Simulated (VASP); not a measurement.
These are PBEsol GGA, VASP's PBE PAW potentials (set 64) (plane waves; VASP) values and carry that method's errors.

Input for VASP

### POSCAR
```
Te2Au
1
    3.6220850000    -2.1045500000     0.0000000000
    3.6220850000     2.1045500000     0.0000000000
   -0.0107710000     0.0000000000     5.1944890000
Te Au
2 1
Direct
  0.3186700000   0.3186700000   0.2891200000
  0.6813300000   0.6813300000   0.7108800000
  0.0000000000   0.0000000000   0.0000000000
```

### KPOINTS
```
Automatic mesh
0
Gamma
5 5 4
0 0 0
```

INCAR:
```
ALGO = Normal
EDIFF = 1E-6
ENCUT = 300
GGA = PS
ISIF = 2
ISMEAR = 0
LASPH = .TRUE.
LCHARG = .FALSE.
LMAXMIX = 6
LREAL = .FALSE.
LWAVE = .FALSE.
NELM = 100
PREC = Accurate
SIGMA = 0.1
SYSTEM = Te2Au
```

POTCAR, in this order: Te Au (PBE.64 set). Program: vasp_std.

Output

**OSZICAR**
```
       N       E                     dE             d eps       ncg     rms          rms(c)
DAV:   1     0.778346832458E+02    0.77835E+02   -0.69637E+03  1046   0.796E+02
DAV:   2    -0.926325690393E+01   -0.87098E+02   -0.85541E+02  1305   0.175E+02
DAV:   3    -0.118784859806E+02   -0.26152E+01   -0.25972E+01  1137   0.337E+01
DAV:   4    -0.119138130900E+02   -0.35327E-01   -0.35322E-01  1463   0.409E+00
DAV:   5    -0.119141252887E+02   -0.31220E-03   -0.31220E-03  1123   0.272E-01    0.134E+01
DAV:   6    -0.113277808001E+02    0.58634E+00   -0.45435E+00   997   0.223E+01    0.104E+01
DAV:   7    -0.112686441398E+02    0.59137E-01   -0.40432E-01  1004   0.700E+00    0.449E+00
DAV:   8    -0.112610612102E+02    0.75829E-02   -0.54215E-02  1067   0.154E+00    0.116E+00
DAV:   9    -0.112581792150E+02    0.28820E-02   -0.12404E-02  1123   0.121E+00    0.425E-01
DAV:  10    -0.112581754679E+02    0.37471E-05   -0.88097E-04  1081   0.209E-01    0.127E-01
DAV:  11    -0.112581460938E+02    0.29374E-04   -0.86174E-05  1221   0.872E-02    0.397E-02
DAV:  12    -0.112581432998E+02    0.27940E-05   -0.37520E-05  1046   0.569E-02    0.207E-02
DAV:  13    -0.112581431128E+02    0.18695E-06   -0.22529E-06   780   0.136E-02
   1 F= -.11258143E+02 E0= -.11253980E+02  d E =-.832542E-02
```

File OUTCAR:
```
------------------------ aborting loop because EDIFF is reached ----------------------------------------
  FORCE on cell =-STRESS in cart. coord.  units (eV):
  Direction    XX          YY          ZZ          XY          YZ          ZX
  --------------------------------------------------------------------------------------
  Total       -1.1873550     -1.5083692     -1.2671917      0.0000000      0.0000000      0.0661760
  in kB      -24.0215176    -30.5159940    -25.6367035      0.0000000      0.0000000      1.3388136
  external PRESSURE =     -26.7247383 kB  Pullay stress =       0.0000000 kB
  volume of cell :       79.19
      direct lattice vectors                 reciprocal lattice vectors
     3.622085000 -2.104550000  0.000000000     0.138042039 -0.237580480  0.000286236
     3.622085000  2.104550000  0.000000000     0.138042039  0.237580480  0.000286236
    -0.010771000  0.000000000  5.194489000     0.000000000  0.000000000  0.192511718
 POSITION                                       TOTAL-FORCE (eV/Angst)
 -----------------------------------------------------------------------------------
      2.30539      0.00000      1.50183         0.013095      0.000000      0.011907
      4.92801      0.00000      3.69266        -0.013095      0.000000     -0.011907
      0.00000      0.00000      0.00000         0.000000      0.000000      0.000000
 -----------------------------------------------------------------------------------
    total drift:                               -0.000000      0.000000     -0.000000
  FREE ENERGIE OF THE ION-ELECTRON SYSTEM (eV)
  ---------------------------------------------------
  free  energy   TOTEN  =       -11.2581431128 eV

  energy  without entropy=      -11.2498176895  energy(sigma->0) =      -11.25398040
```
(Selected blocks of OUTCAR.)

At this cut-off the stress carries a Pulay error, which pulls relaxed volumes low.

The structure comes from a computed database's Te2Au entry; how it stands against other phases isn't given here. The cell was not relaxed at this level. The k-mesh is coarse (spacing up to 0.35 per Å, 2π included), so the numbers may not be converged in it. The run is one of a series of settings (KPOINTS 5×5×4 Γ-centred mesh against the base run), some of them coarse on purpose. The electron count is odd and the run is not spin-polarised, which forces a metal.
